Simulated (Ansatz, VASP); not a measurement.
**H15C8S2N3O4F2 in two plane-wave programs**

One calculation is typed for both programs; each brings its own data sets. How far apart do they land? The cell is taken from a series of runs on this material, whose earlier steps may have relaxed, scaled, displaced or heated it; both programs get it as it stands.

Main program and level: Ansatz 0.2.0; plane waves, with VASP 6.6.1 beside it; single point at LDA.

### Step 1. The starting structure

The cell holds 204 atoms: 48 C, 18 N, 90 H, 12 S, 24 O and 12 F. Its edges and angles: a = 13.298 Å, b = 13.298 Å, c = 13.298 Å, α = 90.0°, β = 90.0°, γ = 90.0°.

### Step 2. VASP: single point, LDA

With cell and atoms fixed, the geometry can't cause a difference; cores, projectors, grids and the points listed under the comparison can.

Lines of VASP's logs that name or quote its potential files are left out, and so is its time.

Input file INCAR:

```
SYSTEM = H15C8S2N3O4F2
PREC = Accurate
ENCUT = 600
EDIFF = 1E-06
NELM = 120
ISMEAR = -1
SIGMA = 0.025
LREAL = Auto
ALGO = Normal
GGA = CA
NBANDS = 478
LORBIT = 11
LWAVE = .FALSE.
LCHARG = .FALSE.
ISIF = 2
LASPH = .TRUE.
GGA_COMPAT = .FALSE.
EFERMI = MIDGAP
```

Input file POSCAR:

```
H15C8S2N3O4F2
1.0
   13.2979900000      0.0000000000      0.0000000000
    0.0000000000     13.2979900000      0.0000000000
    0.0000000000      0.0000000000     13.2979900000
C N H S O F
48 18 90 12 24 12
Direct
    0.5503500000      0.1879500000      0.9866600000
    0.4378100000      0.1747300000      0.9825400000
    0.4070600000      0.0696300000      0.0127200000
    0.2960300000      0.0566400000      0.0300900000
    0.2530400000      0.0570200000      0.8456500000
    0.1777100000      0.0978800000      0.7897700000
    0.0253800000      0.2006500000      0.8289000000
    0.1530000000      0.1398100000      0.9473500000
    0.3585100000      0.8723000000      0.2350700000
    0.4501700000      0.9086800000      0.2910300000
    0.5351100000      0.8337400000      0.2867200000
    0.6317200000      0.8694700000      0.3343500000
    0.7061500000      0.9665500000      0.1916100000
    0.7193700000      0.0659800000      0.1715000000
    0.6863400000      0.2258600000      0.2663500000
    0.6566100000      0.0529100000      0.3234600000
    0.4192100000      0.4530000000      0.0601900000
    0.3594800000      0.4392500000      0.1556200000
    0.2830700000      0.5219300000      0.1704300000
    0.2139500000      0.5007800000      0.2579200000
    0.1526900000      0.6642400000      0.3303600000
    0.0684300000      0.7211900000      0.3181500000
    0.9118800000      0.7035000000      0.2146800000
    0.0527000000      0.5859100000      0.2251200000
    0.5997800000      0.4686600000      0.8535900000
    0.5233600000      0.3972600000      0.8096200000
    0.5653100000      0.3170900000      0.7403400000
    0.5967400000      0.3511400000      0.6368300000
    0.7321900000      0.4308600000      0.5384300000
    0.8304000000      0.4548400000      0.5526300000
[... 168 atom lines left out ...]
    0.9062500000      0.2215400000      0.1959300000
    0.7816600000      0.3732600000      0.0663000000
    0.9816600000      0.0709600000      0.6462900000
    0.8893100000      0.0331900000      0.3195600000
    0.7844900000      0.5059900000      0.2274600000
    0.7114000000      0.5914100000      0.0335100000
```

Input file KPOINTS:

```
Automatic mesh
0
Gamma
1 1 1
0 0 0
```

Potentials, in the order of the species: C, N, H, S, O and F (LDA family, release 64).

On the command line:

```console
> export OMP_NUM_THREADS=3
> mpirun -np 1 vasp_gam
```

Numbers of over 12 decimals in the logs are rounded to 6 here.

The log of the run:

```text
[banner, memory and clock lines left out]
running    1 mpi-ranks, on    1 nodes
[...]
Offloading initialized ...    1 GPUs detected
[...]
LDA part: xc-table for (Slater(with rela. corr.)+CA(PZ))
 , standard interpolation
 POSCAR, INCAR and KPOINTS ok, starting setup
[...]
entering main loop
       N       E                     dE             d eps       ncg     rms          rms(c)
DAV:   1     0.583209568327E+04    0.58321E+04   -0.39416E+05   980   0.148E+03
DAV:   2    -0.754853450924E+03   -0.65869E+04   -0.62467E+04  1178   0.333E+02
DAV:   3    -0.138740137895E+04   -0.63255E+03   -0.62703E+03  1168   0.107E+02
DAV:   4    -0.140252233141E+04   -0.15121E+02   -0.15038E+02  1208   0.180E+01
[...]
DAV:  19    -0.126753372980E+04   -0.12219E-05   -0.98831E-06  1120   0.105E-02    0.642E-03
DAV:  20    -0.126753373273E+04   -0.29249E-05   -0.12981E-05  1152   0.832E-03    0.394E-03
DAV:  21    -0.126753373322E+04   -0.49033E-06   -0.19860E-06   936   0.240E-03
   1 F= -.12675337E+04 E0= -.12675337E+04  d E =0.000000E+00
```

From OUTCAR (step 2):

```text
  FREE ENERGIE OF THE ION-ELECTRON SYSTEM (eV)
  ---------------------------------------------------
  free  energy   TOTEN  =     -1267.5337332185 eV

  energy  without entropy=    -1267.5337332185  energy(sigma->0) =    -1267.53373322
```

The run ends at a pressure of -0.73 GPa, with forces up to 0.43 eV/Å.

[end of part 1 of 2]

[Lines on the potential files, build, host, timing and source positions are cut from VASP's logs without a mark.]

[Logs are printed without paths, hosts, clocks, repeated set-up lines and the standing remarks that a program may print on its own settings, such as how far it seeks lower states.]

[Hosts, paths, dates, database ids (printed as entryN), source tags and the programs' standing remarks are cut or masked in the printed files.]
